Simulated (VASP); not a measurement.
Data:

```
CELL_PARAMETERS angstrom
      3.95666     0.00000     0.00000
      0.00000     3.95666     0.00000
      0.00000     0.00000     3.95666
ATOMIC_POSITIONS crystal
  K  0.00000 0.00000 0.00000
  Mg 0.50000 0.50000 0.50000
  F  0.50000 0.00000 0.50000
  F  0.00000 0.50000 0.50000
  F  0.50000 0.50000 0.00000
```

Level of theory: r2SCAN+rVV10, VASP's PBE PAW potentials (set 64) (plane waves; VASP). Numerical set-up: 520 eV cut-off, 6×6×6 Γ-centred mesh, tetrahedra with Blöchl corrections, potentials K_sv Mg F.

The cores are frozen, which limits the accuracy of field gradients.

Q: Give the principal components of the electric field gradient (V/Å²) and the asymmetry η at each nucleus.

A: 
```
atom    Vxx    Vyy   Vzz     η
----  -----  -----  ----  ----
K1      0.0    0.0   0.0     -
Mg2     0.0    0.0   0.0     -
F3    -20.9  -20.9  41.9  0.00
F4    -20.9  -20.9  41.9  0.00
F5    -20.9  -20.9  41.9  0.00
```

The compound is KMgF3 in the cubic perovskite structure. It was relaxed first.
